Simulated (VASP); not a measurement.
## Lu: the relaxed cell at several levels of theory

Aim: relax Lu at several levels of theory and compare the cells. The starting structure is a measured crystal structure from the Crystallography Open Database.

Main program and level: VASP 6.6.1; Kohn-Sham DFT with plane waves and PAW; PBEsol, r2SCAN, PBE and LDA.

### 1. Set-up

The structure is hexagonal, space group P6_3/mmc (No. 194). Conventional cell: a = 3.510 Å, b = 3.510 Å, c = 5.567 Å, α = 90.00°, β = 90.00°, γ = 120.00°. Nearest to Lu lie 12 Lu at 3.44 to 3.51 Å.

Structure file:

```xyz
2
Lattice="3.5099 0.0000 0.0000 -1.7550 3.0397 0.0000 0.0000 0.0000 5.5666" Properties=species:S:1:pos:R:3 pbc="T T T"
Lu    1.7550    1.0132    4.1749
Lu    0.0000    2.0264    1.3917
```

### 2. Relaxation with PBEsol

PBEsol restores the gradient expansion of exchange and is tuned for the cells of solids. This run starts from the cell of an earlier relaxation, which isn't shown; the restart sets up the plane waves anew.

INCAR reads:

```
SYSTEM = Lu
PREC = Accurate
ENCUT = 520
EDIFF = 1E-07
NELM = 100
ISMEAR = 1
SIGMA = 0.15
LREAL = .FALSE.
ALGO = Normal
GGA = PS
NBANDS = 15
LORBIT = 11
LWAVE = .FALSE.
LCHARG = .FALSE.
KPAR = 4
IBRION = 2
NSW = 50
ISIF = 3
EDIFFG = -0.005
LASPH = .TRUE.
```

POSCAR reads:

```
Lu
1.0
    3.4618509835      0.0000000000      0.0000000000
   -1.7309254918      2.9980508958      0.0000000000
    0.0000000000      0.0000000000      5.3679155214
Lu
2
Direct
    0.6666666667      0.3333333333      0.7500000000
    0.3333333333      0.6666666667      0.2500000000
```

KPOINTS reads:

```
Automatic mesh
0
Gamma
16 16 10
0 0 0
```

Potentials, in the order of the species: Lu_3 (PBE family, release 64).

Started as:

```sh
$ mpirun -np 4 vasp_std
```

Output:

```text
[banner, memory and clock lines left out]
running    4 mpi-ranks, on    1 nodes
 distrk:  each k-point on    1 cores,    4 groups
 distr:  one band on    1 cores,    1 groups

 POSCAR found type information on POSCAR Lu
 POSCAR found :  1 types and       2 ions
|                                                                             |
|               ----> ADVICE to this user running VASP <----                  |
|                                                                             |
|     You enforced a specific xc type in the INCAR file but a different       |
|     [... a line on the potential file left out ...]
|     I HOPE YOU KNOW WHAT YOU ARE DOING!                                     |
|                                                                             |

 LDA part: xc-table for (Slater+PW92), standard interpolation
 POSCAR, INCAR and KPOINTS ok, starting setup
 FFT: planning ... GRIDC
 FFT: planning ... GRID_SOFT
 FFT: planning ... GRID
 WAVECAR not read
 entering main loop
       N       E                     dE             d eps       ncg     rms          rms(c)
DAV:   1     0.441654710794E+02    0.44165E+02   -0.85216E+03  9507   0.131E+03
DAV:   2    -0.790488657412E+01   -0.52070E+02   -0.50461E+02  9583   0.645E+02
DAV:   3    -0.965264239580E+01   -0.17478E+01   -0.17193E+01  7358   0.589E+01
DAV:   4    -0.974932279963E+01   -0.96680E-01   -0.93878E-01  9427   0.779E+00
DAV:   5    -0.975109281323E+01   -0.17700E-02   -0.17697E-02  7390   0.229E+00    0.261E+01
DAV:   6    -0.973876603258E+01    0.12327E-01   -0.32387E-02  9353   0.360E+00    0.156E+01
DAV:   7    -0.974496654897E+01   -0.62005E-02   -0.20924E-01  9278   0.492E+00    0.365E-01
DAV:   8    -0.976761668247E+01   -0.22650E-01   -0.38316E-03  9102   0.718E-01    0.725E-02
DAV:   9    -0.974469660763E+01    0.22920E-01   -0.20318E-01  8622   0.216E-01    0.251E-02
DAV:  10    -0.974469382031E+01    0.27873E-05   -0.11201E-05  8752   0.414E-02    0.191E-02
DAV:  11    -0.986433715938E+01   -0.11964E+00   -0.41105E-07  6891   0.109E-02    0.884E-03
DAV:  12    -0.974469389838E+01    0.11964E+00   -0.30891E-01  5447   0.590E-02    0.171E-03
DAV:  13    -0.974469388486E+01    0.13522E-07   -0.28321E-08  5038   0.474E-03
   1 F= -.97446939E+01 E0= -.97444205E+01  d E =-.974469E+01
 curvature:   0.00 expect dE= 0.000E+00 dE for cont linesearch  0.000E+00
 trial: gam= 0.00000 g(F)=  0.175E-49 g(S)=  0.303E-05 ort = 0.000E+00 (trialstep = 0.100E+01)
 search vector abs. value=  0.303E-05
 reached required accuracy - stopping structural energy minimisation
```

Wall time 23 s (4 MPI ranks of AMD EPYC 9R45, shared host); peak memory 1 GiB; 78 s of CPU time.

Lines that name or quote the potential files are left out of all logs, and their timing lines are given in words.

OUTCAR, selected parts (step 2):

```text
ion  position               nearest neighbor table
   1  0.667  0.333  0.750-   2 3.35   2 3.35   2 3.35   2 3.35   2 3.35   2 3.35
   2  0.333  0.667  0.250-   1 3.35   1 3.35   1 3.35   1 3.35   1 3.35   1 3.35

  LATTYP: Found a hexagonal cell.
 ALAT       =     3.4618509835
 C/A-ratio  =     1.5505911569

 Subroutine GETGRP returns: Found 24 space group operations
 (whereof 12 operations were pure point group operations)

The static configuration has the point symmetry D_3d.
 The point group associated with its full space group is D_6h.

 Found    180 irreducible k-points:

   k-points           NKPTS =    180   k-points in BZ     NKDIM =    180   number of bands    NBANDS=     15

   dimension x,y,z NGX =    28 NGY =   28 NGZ =   40
   dimension x,y,z NGXF=    56 NGYF=   56 NGZF=   80

   ENCUT  =  520.0 eV  38.22 Ry    6.18 a.u.   6.44  6.44  9.98*2*pi/ulx,y,z

   NELECT =      18.0000    total number of electrons

 k-points in reciprocal lattice and weights: Automatic mesh
   0.00000000  0.00000000  0.00000000       0.000
   0.06250000  0.00000000  0.00000000       0.002
   0.12500000  0.00000000  0.00000000       0.002
   0.18750000 -0.00000000  0.00000000       0.002
   0.25000000  0.00000000  0.00000000       0.002
   0.31250000  0.00000000  0.00000000       0.002
   0.37500000 -0.00000000  0.00000000       0.002
   0.43750000  0.00000000  0.00000000       0.002
   0.50000000  0.00000000  0.00000000       0.001
[...]
0.37500000  0.25000000  0.50000000       0.002
   0.31250000  0.31250000  0.50000000       0.002

 average (electrostatic) potential at core
       1 -32.0980       2 -32.0980

 E-fermi :   2.8895

 k-point     1 :       0.0000    0.0000    0.0000
  band No.  band energies     occupation
    ...
      4     -23.4382      2.00000
      5     -23.4382      2.00000
      6     -23.3926      2.00000
      7      -3.2839      2.00000
      8       0.4136      2.00000
      9       3.8055     -0.00000
     10       5.1014     -0.00000
     11       5.1014     -0.00000
     12       5.6290     -0.00000
     13       5.9012      0.00000
    ...

 k-point     2 :       0.0625    0.0000    0.0000
  band No.  band energies     occupation
    ...
      4     -23.4537      2.00000
      5     -23.4400      2.00000
      6     -23.3964      2.00000
      7      -3.1856      2.00000
      8       0.5124      2.00000
      9       3.7200     -0.00000
     10       4.8184     -0.00000
     11       5.1943     -0.00000
     12       5.7568     -0.00000
     13       5.8474     -0.00000
    ...

 k-point     3 :       0.1250    0.0000    0.0000
  band No.  band energies     occupation
    ...
      4     -23.4974      2.00000
      5     -23.4453      2.00000
      6     -23.4077      2.00000
      7      -2.8971      2.00000
      8       0.7951      2.00000
      9       3.4861     -0.00000
     10       4.3189     -0.00000
     11       5.4159     -0.00000
     12       5.4708     -0.00000
     13       5.9074      0.00000
    ...

  Total        0.0059742      0.0059742      0.0073633     -0.0000000      0.0000000      0.0000000
  in kB        0.1718048      0.1718048      0.2117540     -0.0000000      0.0000000      0.0000000
  external PRESSURE =       0.1851212 kB  Pullay stress =       0.0000000 kB

  energy-cutoff  :      520.00
  volume of cell :       55.71
      direct lattice vectors                 reciprocal lattice vectors
     3.461850984  0.000000000  0.000000000     0.288862809  0.166775021  0.000000000
    -1.730925492  2.998050896  0.000000000     0.000000000  0.333550041  0.000000000
     0.000000000  0.000000000  5.367915521     0.000000000  0.000000000  0.186292052

 POSITION                                       TOTAL-FORCE (eV/Angst)
 -----------------------------------------------------------------------------------
      1.73093      0.99935      4.02594         0.000000     -0.000000      0.000000
     -0.00000      1.99870      1.34198        -0.000000      0.000000      0.000000
 -----------------------------------------------------------------------------------
    total drift:                               -0.000000      0.000000     -0.000000

  FREE ENERGIE OF THE ION-ELECTRON SYSTEM (eV)
  ---------------------------------------------------
  free  energy   TOTEN  =        -9.7446938849 eV

  energy  without entropy=       -9.7438736134  energy(sigma->0) =       -9.74442046

 reached required accuracy - stopping structural energy minimisation

 total charge
# of ion       s       p       d       tot
------------------------------------------
    1        0.518   6.443   0.970   7.931
    2        0.518   6.443   0.970   7.931
--------------------------------------------------
tot          1.036  12.887   1.940  15.863

[... 3 further parts left out ...]
```

CONTCAR:

```
Lu
   1.00000000000000
     3.4618509835000002    0.0000000000000000    0.0000000000000000
    -1.7309254918000001    2.9980508958000001    0.0000000000000000
     0.0000000000000000    0.0000000000000000    5.3679155213999996
  Lu
     2
Direct
     0.6666666667000030    0.3333333332999970    0.7500000000000000
     0.3333333332999970    0.6666666667000030    0.2500000000000000
```

The data set Lu_3 holds the 4f electrons frozen in the core, so no f bands or f moments appear. The PAW data sets were made with PBE, which is usual practice but a small mismatch for other functionals. The run keeps the 24 symmetry operations of its start, so it cannot find a distortion of lower symmetry.

With PBEsol the relaxed cell holds 27.856 Å³ an atom, -6.19 % against the measured cell, with a = 3.462 Å and c = 5.368 Å.

### 3. Relaxation with r2SCAN

r2SCAN adds the kinetic-energy density, costs more than a GGA and is run with LASPH. This run starts from the cell of an earlier relaxation, which isn't shown; the restart sets up the plane waves anew.

INCAR, as its differences from that of step 2:

```diff
@@ -9,3 +9,4 @@
 ALGO = Normal
-GGA = PS
+METAGGA = R2SCAN
+LASPH = .TRUE.
 NBANDS = 15
@@ -19,2 +20 @@
 EDIFFG = -0.005
-LASPH = .TRUE.
```

POSCAR reads:

```
Lu
1.0
    3.5151731767      0.0000000000      0.0000000000
   -1.7575865884      3.0442292697      0.0000000000
    0.0000000000      0.0000000000      5.4725106935
Lu
2
Direct
    0.6666666667      0.3333333333      0.7500000000
    0.3333333333      0.6666666667      0.2500000000
```

KPOINTS is that of step 2.

Started as:

```sh
$ mpirun -np 4 vasp_std
```

Output:

```text
[banner, memory and clock lines left out]
running    4 mpi-ranks, on    1 nodes
[...]
[... a notice as in an earlier step ...]

 LDA part: xc-table for (None), standard interpolation
 POSCAR, INCAR and KPOINTS ok, starting setup
[...]
entering main loop
       N       E                     dE             d eps       ncg     rms          rms(c)
DAV:   1    -0.185031123787E+02   -0.18503E+02   -0.87137E+03  8653   0.132E+03
DAV:   2    -0.756304349822E+02   -0.57127E+02   -0.55611E+02  9584   0.650E+02
DAV:   3    -0.777163428900E+02   -0.20859E+01   -0.20316E+01  7816   0.654E+01
DAV:   4    -0.778215719643E+02   -0.10523E+00   -0.10038E+00  9541   0.843E+00
[...]
DAV:  11    -0.761583564461E+02    0.46224E-04   -0.99490E-06  9298   0.614E-02    0.421E-03
DAV:  12    -0.761583549950E+02    0.14512E-05   -0.88755E-07  6148   0.874E-03    0.741E-04
DAV:  13    -0.761583550727E+02   -0.77757E-07   -0.16938E-08  6305   0.341E-03
   1 F= -.76158355E+02 E0= -.76157939E+02  d E =-.761584E+02
[...]
reached required accuracy - stopping structural energy minimisation
```

Wall time 99 s (4 MPI ranks); peak memory 1 GiB; 5.9 min of CPU time.

OUTCAR, selected parts (step 3):

```text
  Total        0.0063771      0.0063771      0.0018563     -0.0000000      0.0000000     -0.0000000
  in kB        0.1744716      0.1744716      0.0507854     -0.0000000      0.0000000     -0.0000000
  external PRESSURE =       0.1332429 kB  Pullay stress =       0.0000000 kB

 POSITION                                       TOTAL-FORCE (eV/Angst)
 -----------------------------------------------------------------------------------
      1.75759      1.01474      4.10438        -0.000000      0.000000      0.000000
     -0.00000      2.02949      1.36813         0.000000      0.000000      0.000000
 -----------------------------------------------------------------------------------
    total drift:                               -0.000000      0.000000     -0.000000

  FREE ENERGIE OF THE ION-ELECTRON SYSTEM (eV)
  ---------------------------------------------------
  free  energy   TOTEN  =       -76.1583550727 eV

  energy  without entropy=      -76.1571060259  energy(sigma->0) =      -76.15793872

[... 2 parts as in an earlier step ...]

[... 2 further parts left out ...]
[key lines of the parts left out:]
E-fermi :   2.6991
```

With r2SCAN the relaxed cell holds 29.281 Å³ an atom, -1.39 % against the measured cell, with a = 3.515 Å and c = 5.473 Å. That is +5.11 % from PBEsol.

### 4. Relaxation with PBE

PBE, the usual starting point, adds the gradient of the density. This run starts from the cell of an earlier relaxation, which isn't shown; the restart sets up the plane waves anew.

INCAR, as its differences from that of step 3:

```diff
@@ -9,4 +9,3 @@
 ALGO = Normal
-METAGGA = R2SCAN
-LASPH = .TRUE.
+GGA = PE
 NBANDS = 15
@@ -20 +19,2 @@
 EDIFFG = -0.005
+LASPH = .TRUE.
```

POSCAR reads:

```
Lu
1.0
    3.5206732437      0.0000000000      0.0000000000
   -1.7603366219      3.0489924675      0.0000000000
    0.0000000000      0.0000000000      5.4778114789
Lu
2
Direct
    0.6666666667      0.3333333333      0.7500000000
    0.3333333333      0.6666666667      0.2500000000
```

KPOINTS is that of step 3.

Started as:

```sh
$ mpirun -np 4 vasp_std
```

Output:

```text
[banner, memory and clock lines left out]
running    4 mpi-ranks, on    1 nodes
[...]
LDA part: xc-table for (Slater+PW92), standard interpolation
 POSCAR, INCAR and KPOINTS ok, starting setup
[...]
entering main loop
       N       E                     dE             d eps       ncg     rms          rms(c)
DAV:   1     0.455249736182E+02    0.45525E+02   -0.84821E+03  9348   0.130E+03
DAV:   2    -0.697363130378E+01   -0.52499E+02   -0.50888E+02  9682   0.634E+02
DAV:   3    -0.879745590130E+01   -0.18238E+01   -0.17958E+01  7192   0.596E+01
DAV:   4    -0.891096878033E+01   -0.11351E+00   -0.11146E+00  9630   0.833E+00
[...]
DAV:  11    -0.890736946492E+01   -0.18377E-05   -0.12133E-06  8355   0.120E-02    0.315E-02
DAV:  12    -0.890736663295E+01    0.28320E-05   -0.43517E-06  9157   0.338E-02    0.491E-03
DAV:  13    -0.890736670929E+01   -0.76346E-07   -0.31250E-07  5948   0.676E-03
   1 F= -.89073667E+01 E0= -.89069361E+01  d E =-.890737E+01
[...]
reached required accuracy - stopping structural energy minimisation
```

The job ended after 24 s (4 MPI ranks; peak memory 1 GiB; 82 s of CPU time).

OUTCAR, selected parts (step 4):

```text
  Total       -0.0021388     -0.0021388     -0.0024801      0.0000000      0.0000000      0.0000000
  in kB       -0.0582753     -0.0582753     -0.0675756      0.0000000      0.0000000      0.0000000
  external PRESSURE =      -0.0613754 kB  Pullay stress =       0.0000000 kB

 POSITION                                       TOTAL-FORCE (eV/Angst)
 -----------------------------------------------------------------------------------
      1.76034      1.01633      4.10836         0.000000     -0.000000      0.000000
     -0.00000      2.03266      1.36945        -0.000000      0.000000      0.000000
 -----------------------------------------------------------------------------------
    total drift:                               -0.000000      0.000000     -0.000000

  FREE ENERGIE OF THE ION-ELECTRON SYSTEM (eV)
  ---------------------------------------------------
  free  energy   TOTEN  =        -8.9073667093 eV

  energy  without entropy=       -8.9060748457  energy(sigma->0) =       -8.90693609

[... 2 parts as in an earlier step ...]

[... 2 further parts left out ...]
[key lines of the parts left out:]
E-fermi :   2.7864
```

With PBE the relaxed cell holds 29.401 Å³ an atom, -0.99 % against the measured cell, with a = 3.521 Å and c = 5.478 Å. That is +5.54 % from PBEsol.

### 5. Relaxation with LDA

LDA, the lowest rung, knows the local density alone. This run starts from the cell of an earlier relaxation, which isn't shown; the restart sets up the plane waves anew.

INCAR, as its differences from that of step 4:

```diff
@@ -9,3 +9,3 @@
 ALGO = Normal
-GGA = PE
+GGA = CA
 NBANDS = 15
```

POSCAR reads:

```
Lu
1.0
    3.4073625857      0.0000000000      0.0000000000
   -1.7036812929      2.9508625591      0.0000000000
    0.0000000000      0.0000000000      5.2715305161
Lu
2
Direct
    0.6666666667      0.3333333333      0.7500000000
    0.3333333333      0.6666666667      0.2500000000
```

KPOINTS is that of step 4.

Started as:

```sh
$ mpirun -np 4 vasp_std
```

Output:

```text
[banner, memory and clock lines left out]
running    4 mpi-ranks, on    1 nodes
[...]
[... a notice as in an earlier step ...]

 LDA part: xc-table for (Slater(with rela. corr.)+CA(PZ))
 , standard interpolation
 POSCAR, INCAR and KPOINTS ok, starting setup
[...]
entering main loop
       N       E                     dE             d eps       ncg     rms          rms(c)
DAV:   1     0.444628928610E+02    0.44463E+02   -0.84498E+03  9442   0.132E+03
DAV:   2    -0.834367901430E+01   -0.52807E+02   -0.51062E+02  9575   0.649E+02
DAV:   3    -0.100783472715E+02   -0.17347E+01   -0.17028E+01  7270   0.611E+01
DAV:   4    -0.101713775747E+02   -0.93030E-01   -0.90374E-01  9406   0.753E+00
[...]
DAV:   9    -0.101770820436E+02   -0.49801E-07   -0.16632E-04  8527   0.163E-01    0.226E-02
DAV:  10    -0.101770803790E+02    0.16647E-05   -0.11470E-05  8912   0.430E-02    0.183E-02
DAV:  11    -0.101770804432E+02   -0.64217E-07   -0.47646E-07  7135   0.961E-03
   1 F= -.10177080E+02 E0= -.10177080E+02  d E =-.101771E+02
[...]
reached required accuracy - stopping structural energy minimisation
```

Run time: 18 s. Hardware: 4 MPI ranks; peak memory 0.91 GiB; 64 s of CPU time.

OUTCAR, selected parts (step 5):

```text
  Total       -0.0035904     -0.0035904     -0.0052411      0.0000000      0.0000000     -0.0000000
  in kB       -0.1085286     -0.1085286     -0.1584267      0.0000000      0.0000000     -0.0000000
  external PRESSURE =      -0.1251613 kB  Pullay stress =       0.0000000 kB

 POSITION                                       TOTAL-FORCE (eV/Angst)
 -----------------------------------------------------------------------------------
      1.70368      0.98362      3.95365        -0.000000      0.000000      0.000000
     -0.00000      1.96724      1.31788         0.000000     -0.000000      0.000000
 -----------------------------------------------------------------------------------
    total drift:                               -0.000000      0.000000     -0.000000

  FREE ENERGIE OF THE ION-ELECTRON SYSTEM (eV)
  ---------------------------------------------------
  free  energy   TOTEN  =       -10.1770804432 eV

  energy  without entropy=      -10.1770789644  energy(sigma->0) =      -10.17707995

[... 2 parts as in an earlier step ...]

[... 2 further parts left out ...]
[key lines of the parts left out:]
E-fermi :   2.9636
```

With LDA the relaxed cell holds 26.502 Å³ an atom, -10.75 % against the measured cell, with a = 3.407 Å and c = 5.272 Å. That is -4.86 % from PBEsol.

### 6. All runs side by side

| level | volume (Å³/atom) | against the measured cell (%) | a (Å) | c (Å) | pressure left (GPa) | core minutes |
| --- | --- | --- | --- | --- | --- | --- |
| PBEsol | 27.856 | -6.19 | 3.4619 | 5.3679 | 0.02 | 9.27 |
| r2SCAN | 29.281 | -1.39 | 3.5152 | 5.4725 | 0.01 | 32.9 |
| PBE | 29.401 | -0.99 | 3.5207 | 5.4778 | -0.01 | 7.6 |
| LDA | 26.502 | -10.75 | 3.4074 | 5.2715 | -0.01 | 9.69 |

Core minutes are wall time times ranks, summed over the relaxations behind a row (those for a bulk modulus apart), on shared hosts.

### 7. Outcome

```
volume, PBEsol : 27.86 Å³/atom
volume, r2SCAN : 29.28 Å³/atom
volume, PBE    : 29.40 Å³/atom
volume, LDA    : 26.50 Å³/atom
```

In words: Across 4 levels the volume of Lu spans 10.9 %, from 26.50 Å³ an atom (LDA) to 29.40 Å³ (PBE). Against the measured volume of the starting structure, PBE comes nearest (-1.0 %) and LDA lies farthest (-10.8 %). The measured cell holds zero-point expansion and, unless it was taken cold, thermal expansion, which the runs lack, so small differences decide nothing. All runs keep the symmetry of the start, so they can't find a distortion of lower symmetry.

[Lines on the potential files, build, host, timing and source positions are cut from VASP's logs without a mark.]

[Logs are printed without paths, hosts, clocks, repeated set-up lines and the standing remarks that a program may print on its own settings, such as how far it seeks lower states.]

[Hosts, paths, dates, database ids (printed as entryN), source tags and the programs' standing remarks are cut or masked in the printed files.]
